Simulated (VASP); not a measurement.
A run of VASP 6.6.1:

File INCAR:

```
SYSTEM = B3C
ALGO = Fast ; EDIFF = 1E-4
EDIFFG = -0.08 ; ENCUT = 520
GGA = PE ; IBRION = 2
ISIF = 3 ; ISMEAR = 0
LASPH = .True. ; LCHARG = .False.
LREAL = .False. ; LWAVE = .False.
NELM = 60 ; NSW = 24
PREC = Normal ; SIGMA = 0.15
```

KPOINTS

```
k-points
0
Gamma
  4 4 5
  0 0 0
```

Contents of POSCAR:

```
B3C
1.0
    5.5900000000      0.0000000000      0.0000000000
   -2.7950000000      4.8410820100      0.0000000000
    0.0000000000      0.0000000000      3.3000000000
B C
6 2
Direct
    0.6529999900      0.8265000000      0.0000000000
    0.1735000000      0.3470000100      0.0000000000
    0.1735000000      0.8265000000      0.0000000000
    0.8265000000      0.6529999900      0.0000000000
    0.8265000000      0.1735000000      0.0000000000
    0.3470000100      0.1735000000      0.0000000000
    0.3333333300      0.6666666700      0.0000000000
    0.6666666700      0.3333333300      0.0000000000
```

Potentials or basis: VASP PAW PBE potentials, release 64 (B, C).

The run is started by

```console
$ cat potpaw_PBE.64/B/POTCAR potpaw_PBE.64/C/POTCAR > POTCAR
$ mpirun -np 1 vasp_std > vasp.out
```

Hardware: 1 thread of Intel(R) Xeon(R) 6975P-C (Granite Rapids), with other jobs on the host.

Estimate the wall time of this run.

Run time: 60 s on 1 thread of Intel(R) Xeon(R) 6975P-C (Granite Rapids), on a shared host, peak memory 0.16 GiB. Counts: scf iterations 151, k points 12, ion steps 23.
